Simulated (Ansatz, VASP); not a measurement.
# SnSe2 in two plane-wave programs, part 2 of 2

Wanted: the spread between two codes on one cell, functional and k mesh. The cell is taken from a series of VASP runs on this material, whose earlier steps may have relaxed, scaled or displaced it; both programs get it as it stands.

VASP 6.6.1 and Ansatz 0.2.0.

So far: Starting point; VASP: relaxation of cell and atoms, r2SCAN with rVV10.

### 3. Ansatz: relaxation of cell and atoms, r2SCAN with rVV10

Level of this step: Ansatz beside VASP: Kohn-Sham DFT, plane waves, r2SCAN with rVV10 (Ansatz).

Ansatz runs on its default PAW (the set named soft_2) files.

The same cell, functional, mesh and smearing now go to Ansatz, which takes its cutoff from its data sets.

Contents of input.yaml:

```yaml
crystal:
  lattice:
    - [3.8293282261, 0.0, 0.0]
    - [-1.914664113, 3.3162955232, 0.0]
    - [0.0, 0.0, 6.2212929374]
  atoms:
    - { symbol: Sn, position: [0.0, 0.0, 0.0] }
    - { symbol: Se, position: [0.3333333333, 0.6666666667, 0.2535250628] }
    - { symbol: Se, position: [0.6666666667, 0.3333333333, 0.7464749372] }
hamiltonian:
  xc: r2scan
  pseudopotentials: { kind: paw }
  dispersion: rvv10
kpoints:
  mp_grid: { grid: [7, 7, 4] }
scf:
  occupations: { method: gaussian, width: 0.05 }
relax:
  f_tol: 0.01
  max_steps: 60
  cell: { stress_tol: 0.05 }
output:
  forces: true
  stress: true
  write_density: true
  write_potential: true
  elf: true
  volumetric_format: npy
```

On the command line:

```
$ ansatz run input.yaml --threads 4 --pin off --max-ram 9216MiB --backend cpu --events-out ev --progress --plain --runs-dir out
```

Numbers of over 12 decimals in the logs are rounded to 6 here.

Log:

```text
Engine: ansatz 0.2.0, x86_64-unknown-linux-gnu
Pseudopotentials: kind: paw
Pseudopotential: Sn, paw, valence charge 14, recommended cutoff 500 eV (meta_gga), Sn.paw.azcp
Pseudopotential: Se, paw, valence charge 16, recommended cutoff 500 eV (meta_gga), Se.paw.azcp
Functional definition: r2SCAN+rVV10
  parameter k0 = 0.174
  parameter k1 = 0.065
  parameter a1 = 4.9479
  exchange = r2scan_x(k0 = k0, k1 = k1, a1 = a1)
  correlation = r2scan_c + rvv10(11.95, 0.0093)
Crystal: 3 atoms, lattice volume = 79.005 Å³
Basis set: ecut = 500 eV, 1985 PW (Γ), exchange–correlation on 128×128×216 points (64 copies of the dense FFT grid, shifted against one another)
Bands: 28, of which v1, the nominal top of the filled ones, is band 23 counted from 1 (22 counted from 0)
Symmetry: 12 space group operations
Space group: P-3m1 (ITA 164), of the structure as read, at distance tolerance 4.3e-5 Å
k-points: 28 of 196
Non-local potential: Sn, projectors of the file, l = 0: 2, l = 1: 2, l = 2: 2, l = 3: 2
Non-local potential: Se, projectors of the file, l = 0: 2, l = 1: 2, l = 2: 3, l = 3: 1
PAW form: soft (Blöchl's): semilocal exchange-correlation on the pseudo side does not see the compensation charge
rVV10 density: all electrons in the spheres
PAW frozen core: Sn, regenerated for the run's functional (the file was generated under x = pbe(κ = 0.804, μ = 0.219515), c = pbe(β = 0.066725))
PAW frozen core: Se, regenerated for the run's functional (the file was generated under x = pbe(κ = 0.804, μ = 0.219515), c = pbe(β = 0.066725))
PAW one-centre angular grid: Sn, 590 points (default); XC on 249 of its mesh's 2787 points in the sphere
PAW one-centre angular grid: Se, 590 points (default); XC on 160 Gauss nodes
Initial density: superposition of atomic densities (neutral atoms: chi_scale 0, normalization atom), corrected by the library's trained network
Initial wavefunctions: pseudopotential atomic-orbital guess
Functional: x = r2scan, c = r2scan + rvv10(b = 11.95, C = 0.0093); τ floored in thin density (d = 2e-4 eV/Å³)
SCF iter   1: F=—  HF=-16991.627056 eV  |F-HF|=—  |Δ(HF+E_count)|=         —  Δρ=6.19e-3  dr2=5.33e-2  dr2_τ=6.37e-3  ethr=1.77e-3  ⟨swp⟩=6.5  Hψ=3497  notcnv=0
preconditioner: auto → Resta (q_TF=auto, 2.493 Å⁻¹)  ε∞=2.6  [insulator: Δε(μ)=1.068 eV  Ē_g=16.811 eV  σ=0.050 eV  W_gap=1.00  n_scr=22 (ndim 8)  ℏωp=21.3 eV  f_vac=0.078  D(μ)=0.00/eV (n_scr^D=0)  ε∞_Penn≈2.6]
SCF iter   2: F=—  HF=-16991.643434 eV  |F-HF|=—  |Δ(HF+E_count)|=   1.64e-2  Δρ=2.91e-3  dr2=4.82e-3  dr2_τ=2.28e-4  ethr=1.16e-4  ⟨swp⟩=2.6  Hψ=1604  notcnv=0  defer=28
SCF iter   3: F=—  HF=-16991.644223 eV  |F-HF|=—  |Δ(HF+E_count)|=   7.90e-4  Δρ=1.15e-3  dr2=6.76e-4  dr2_τ=1.63e-5  ethr=1.05e-5  ⟨swp⟩=2.8  Hψ=1274  notcnv=0  defer=28
SCF iter   4: F=—  HF=-16991.644321 eV  |F-HF|=—  |Δ(HF+E_count)|=   9.81e-5  Δρ=2.14e-4  dr2=2.20e-5  dr2_τ=9.04e-7  ethr=1.47e-6  ⟨swp⟩=2.2  Hψ=1079  notcnv=0  defer=28
SCF iter   5: F=—  HF=-16991.644325 eV  |F-HF|=—  |Δ(HF+E_count)|=   3.44e-6  Δρ=6.79e-5  dr2=2.18e-6  dr2_τ=4.79e-8  ethr=4.79e-8  ⟨swp⟩=2.0  Hψ=1393  notcnv=0  defer=28
SCF iter   6: F=-16991.644326 eV  HF=-16991.644326 eV  |F-HF|=8.36e-9  |Δ(HF+E_count)|=   1.21e-6  Δρ=6.35e-6  dr2=3.74e-8  dr2_τ=4.20e-10  ethr=2.17e-10  ⟨swp⟩=6.8  Hψ=5297  notcnv=0
SCF 1 converged in 6 iterations: F = -16991.644326 eV  dr2 = 3.74e-8
  greatest PAW one-centre occupation: 1.000 electrons in one spin orbital (limit 2), on the Se atom at site 2 (counted from 0), in its partial waves of l = 2
relax step   1: F+E_penalty+E_count = -16991.64432576 eV  Δ(F+E_penalty+E_count) = +0.000e0 eV  max|allowed force component| = 2.902e-2 eV/Å  Δτ_max = 0.0000 Å  P = -0.146 GPa  Ω = 79.005 Å³  (6 SCF iters, dr2 threshold 1.00e-7 eV, accepted)
[...]
relax step   2: F+E_penalty+E_count = -16991.64397320 eV  Δ(F+E_penalty+E_count) = +3.526e-4 eV  max|allowed force component| = 6.951e-2 eV/Å  Δτ_max = 0.0105 Å  P = +0.199 GPa  Ω = 79.039 Å³  energy of the carried Pulay correction = -1.221e-6 eV  (5 SCF iters, dr2 threshold 5.48e-8 eV, rejected (line search))
[...]
relax step   3: F+E_penalty+E_count = -16991.64444392 eV  Δ(F+E_penalty+E_count) = -1.182e-4 eV  max|allowed force component| = 2.667e-4 eV/Å  Δτ_max = 0.0031 Å  P = +0.006 GPa  Ω = 78.961 Å³  energy of the carried Pulay correction = +1.595e-6 eV  (8 SCF iters, accepted)
[...]
relax step   4: F+E_penalty+E_count = -16991.64444338 eV  Δ(F+E_penalty+E_count) = +5.409e-7 eV  max|allowed force component| = 2.686e-4 eV/Å  Δτ_max = 0.0000 Å  P = +0.006 GPa  Ω = 78.961 Å³  stress off target by 2.29e-2 GPa  SCF on the basis re-selected at this cell (its energy is not comparable with the rows above)  (4 SCF iters)
basis re-selected at this cell: Δ(F+E_penalty+E_count) = +5.409e-7 eV, ΔP = -0.000 GPa vs the last step (what re-selecting the basis moved, of the pressure what is left beyond the Pulay correction that the steps carried, after the strain that the cell walked since its last selection, with what the two solves' SCF thresholds leave and, on support functions, any second-order correction that the steps lacked; it is no m [...]
SCF converged after 4 iterations
Free energy (F): -16991.644443 eV
Harris-Foulkes:  -16991.644443 eV  (|F-HF|=1.75e-10)
Internal energy: -16991.644443 eV  (E = F + TS)
E sigma→0 (E₀):  -16991.644443 eV
Fermi energy:    7.956861 eV
--- Per-component energies (eV) ---
  E_band       = -908.672771
  E_kinetic    = 424.285963
  E_local      = -6107.740197  (includes V_loc(G=0)·N_el)
  E_nonlocal   = -1221.903902
  E_hartree    = 3125.742972
  E_xc         = -564.975268
  E_vxc        = -312.517950  (∫ρ·V_xc dr)
  E_paw        = -8015.008065  (= ΣΔE_a)
  E_vpaw       = 41.042647  (= ΣTr[D̂ρ^β])
  E_aug_tail   = -0.000419  (compensation charges beyond the density's cutoff)
  E_vtau       = 16.675149  (kinetic-family band-sum trace: ∫τ·v_τ [+ j·A + Jᵃ·Aᵃ] dr)
  E_ewald      = -4629.251306
  E_core_change = -2.794221  (= ΣΔE_core)
  E_smearing   = -0.000000  (= −TS)
  E_closure    = 0.000000  (closes the sum)
  Σ components = -16991.644443   (vs F -16991.644443, Δ=0.00e0)
--- Forces (eV/Å), atoms counted from 1 ---
  atom   1  Sn    -0.00000000    -0.00000000     0.00000000
  atom   2  Se    -0.00000000    -0.00000000     0.00026856
  atom   3  Se    -0.00000000     0.00000000    -0.00026856
  max |Σ_I F_I| component: 1.85e-17 eV/Å
--- Stress (GPa, compression-positive) ---
       -0.002446      -0.000000      -0.000000
       -0.000000      -0.002446      -0.000000
       -0.000000      -0.000000       0.022917
  P = ⅓ Tr σ = 0.0060 GPa (0.060 kbar)
--- Band table (eV; the first three rows and the last of 28) ---
  k-point 0: bands = [... 19 lower, 6.8921, 7.1704, 7.1704, 7.3771, 8.8831, 11.0180, 12.5252, 12.5252, ... 1 higher]
  k-point 1: bands = [... 19 lower, 6.8317, 6.8317, 7.2598, 7.2598, 9.7291, 11.0084, 12.3876, 12.3876, ... 1 higher]
  k-point 2: bands = [... 19 lower, 6.7900, 6.7900, 7.3314, 7.3314, 10.2845, 10.9542, 12.2574, 12.2574, ... 1 higher]
  k-point 27: bands = [... 19 lower, 3.5127, 4.1689, 6.9226, 7.0899, 10.0065, 12.3439, 12.8210, 14.0027, ... 1 higher]
--- Relaxed structure (3 steps of the walk, 2 accepted, 1 SCFs on fresh bases) ---
  F+E_penalty+E_count = -16991.64444338 eV   max|allowed force component| = 2.686e-4 eV/Å   (the final SCF, on the basis selected at the relaxed cell)
  cell:  # Å, volume = 78.9608 Å³
    - [3.826886, -2.8849103269699953e-11, 0]
    - [-1.913443, 3.314181, 0]
    - [0, 0, 6.225724]
  atoms:
    - { symbol: Sn, position: [0, 0, 0] }
    - { symbol: Se, position: [0.333333, 0.666667, 0.253023] }
    - { symbol: Se, position: [0.666667, 0.333333, 0.746977] }
```

The job ended after 14 s (4 threads of Intel Xeon at 2.80GHz (Skylake/Cascade Lake), shared host; peak memory 0.76 GiB).

### 4. Comparison

Known differences besides the potentials themselves: VASP keeps PBE cores, Ansatz makes them for the functional; both relaxations stop at a tolerance, which leaves soft axes loose, and VASP keeps its plane-wave basis; the data sets hold 46 valence electrons in Ansatz (default PAW (the set named soft_2) files) and 26 in VASP; the cutoff is 500 eV in Ansatz and 400 eV in VASP; Ansatz adds a Pulay correction to the stress that steers its cell, VASP none. Total energies have different zeros and are not compared.

Both answers:

```tsv
quantity	Ansatz	VASP	difference
volume (Å³)	78.96	79.01	-0.06 %
edge a after relaxation, in the typed setting (Å)	3.827	3.829	-0.06 %
edge c after relaxation, in the typed setting (Å)	6.226	6.221	+0.07 %
```

The walks stopped with 0.01 GPa left in Ansatz and 0.02 GPa in VASP; each walk ends within a tolerance, so the volume difference is uncertain by about these residues over the bulk modulus, most in soft cells.

### 5. Results

```yaml
difference_in_edge_c_after_relaxation_in_the_typed_setting_relaxation_of_cell_and_atoms_r2scan_with_rvv10: 0.071 %
```

The difference in edge c after relaxation, in the typed setting is 0.071 % (relaxation of cell and atoms, r2SCAN with rVV10), within the 1.2 % picked in this series as the mark of a large difference, as far as the stopping tolerances let one tell. How closely two codes agree says nothing of how well the functional describes the real material.

[Lines on the potential files, build, host, timing and source positions are cut from VASP's logs without a mark.]

[Logs are printed without paths, hosts, clocks, repeated set-up lines and the standing remarks that a program may print on its own settings, such as how far it seeks lower states.]

[Hosts, paths, dates, database ids (printed as entryN), source tags and the programs' standing remarks are cut or masked in the printed files.]
